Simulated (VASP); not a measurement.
Level of theory: PBE GGA with D3 dispersion (Becke-Johnson damping), VASP's PBE PAW potentials (set 64) (plane waves; VASP).

VASP input:

### INCAR
```
SYSTEM  =  YN
PREC  =  Accurate; ENCUT  =  520; LREAL  =  .FALSE.
LASPH  =  .TRUE.
EDIFF  =  1E-7; NELM  =  100; ALGO  =  Normal
LMAXMIX  =  4
ISMEAR  =  0; SIGMA  =  0.05
GGA  =  PE; IVDW  =  12
ISIF  =  2
LWAVE  =  .FALSE.; LCHARG  =  .FALSE.
```

**KPOINTS**
```
Automatic mesh
0
Gamma
9 9 9
0 0 0
```

### POSCAR
```
YN
1
    0.0000000000     2.3841424225     2.3841424225
    2.3841424225     0.0000000000     2.3841424225
    2.3841424225     2.3841424225     0.0000000000
Y N
1 1
Direct
  0.0000000000   0.0000000000   0.0000000000
  0.5000000000   0.5000000000   0.5000000000
```

POTCAR, in this order: Y_sv N (PBE.64 set). Program: vasp_std.

What will the output report for the number of irreducible k-points (NKPTS), largest plane-wave count, number of space-group operations, FFT grid (NGX, NGY, NGZ)?

```json
{
  "number of irreducible k-points (NKPTS)": "35",
  "largest_plane_wave_count": "745",
  "number_of_space_group_operations": "48",
  "FFT grid (NGX, NGY, NGZ)": "28 × 28 × 28"
}
```

The compound is YN in the rock salt structure. This cell is one point of a volume scan, at 0.94 of the reference volume.
